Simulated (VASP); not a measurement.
A run of VASP 6.6.1:

POSCAR

```
TiSe
1.0
    3.5590000000      0.0000000000      0.0000000000
   -1.7795000000      3.0821840000      0.0000000000
    0.0000000000      0.0000000000      6.2200000000
Ti Se
2 2
Direct
    0.0000000000      0.0000000000      0.0000000000
    0.0000000000      0.0000000000      0.5000000000
    0.3333333333      0.6666666667      0.2500000000
    0.6666666667      0.3333333333      0.7500000000
```

Contents of INCAR.step1:

```
PREC = Accurate ; ENCUT = 600
ISMEAR = -1 ; SIGMA = 0.05
LREAL = False ; LASPH = True
NELM = 100 ; GGA = PE
ALGO = Normal ; EDIFF = 1E-4
LWAVE = True ; LCHARG = False
```

INCAR.step2

```
PREC = Accurate ; ENCUT = 600
EDIFF = 1E-7 ; ISMEAR = -1
SIGMA = 0.05 ; LREAL = False
LASPH = True ; NELM = 100
ALGO = Normal ; ISIF = 3
LWAVE = False ; LCHARG = False
METAGGA = R2SCAN ; LMIXTAU = True
IBRION = 2 ; NSW = 80
EDIFFG = -0.02 ; ISTART = 1
```

File KPOINTS:

```
Automatic mesh
0
Gamma
  7 7 4
```

Potentials or basis: VASP PAW PBE potentials, release 64 (Ti_sv, Se).

Launch:

```console
$ cat potpaw_PBE.64/Ti_sv/POTCAR potpaw_PBE.64/Se/POTCAR > POTCAR
$ cp INCAR.step1 INCAR
$ mpirun -np 1 vasp_std > vasp.out
$ cp INCAR.step2 INCAR
$ mpirun -np 1 vasp_std > vasp.out
```

Hardware: 1 thread of Intel(R) Xeon(R) Platinum 8259CL CPU @ 2.50GHz (Skylake/Cascade Lake), on a shared host.

Q: Estimate the wall time of this run.

A: Wall time 19 min on 1 thread of Intel(R) Xeon(R) Platinum 8259CL CPU @ 2.50GHz (Skylake/Cascade Lake), on a shared host, peak memory 0.24 GiB. Counts: scf iterations 119, k points 24, ion steps 8.
